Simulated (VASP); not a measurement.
Crystal: AlFe.

```
CELL_PARAMETERS angstrom
2.84000 0.00000 0.00000
0.00000 2.84000 0.00000
0.00000 0.00000 2.84000
ATOMIC_POSITIONS crystal
Fe 0.00000 0.00000 0.00000
Al 0.50000 0.50000 0.50000
```

The cell was built by a generator and needn't be a form met in nature.

* Program: VASP 6.6.1
* Task: relaxation of cell and atoms
* Functional: PBE
* Potentials or basis: VASP PAW PBE potentials, release 64 (Fe, Al)
* Cutoff: 700 eV
* k mesh: 14 × 14 × 14
* Occupations: methfessel-paxton, width 0.1 eV
* Spin: no spin polarisation

At the start: pressure 5.8 GPa; volume 11.45 Å³/atom.

Question: Where does the relaxation end?

Answer: Over 3 steps the energy falls by 6.0 meV/atom and the volume is 11.80 Å³/atom (+3.0 %); space group Pm-3m (No. 221, to 0.05 Å).

The path:
| step | energy change (eV) | largest force (eV/Å) | pressure (GPa) | volume (Å³) |
| --- | --- | --- | --- | --- |
| 1 | 0.0000 | 0.0000 | 5.82 | 22.91 |
| 2 | -0.0005 | 0.0000 | -5.05 | 24.31 |
| 3 | -0.0121 | 0.0000 | 0.02 | 23.60 |

Final structure:
```yaml
crystal:
  lattice:
    - [2.86833, 0.00000, 0.00000]
    - [0.00000, 2.86833, 0.00000]
    - [0.00000, 0.00000, 2.86833]
  atoms:
    - { symbol: Fe, position: [0.00000, 0.00000, 0.00000] }
    - { symbol: Al, position: [0.50000, 0.50000, 0.50000] }
```
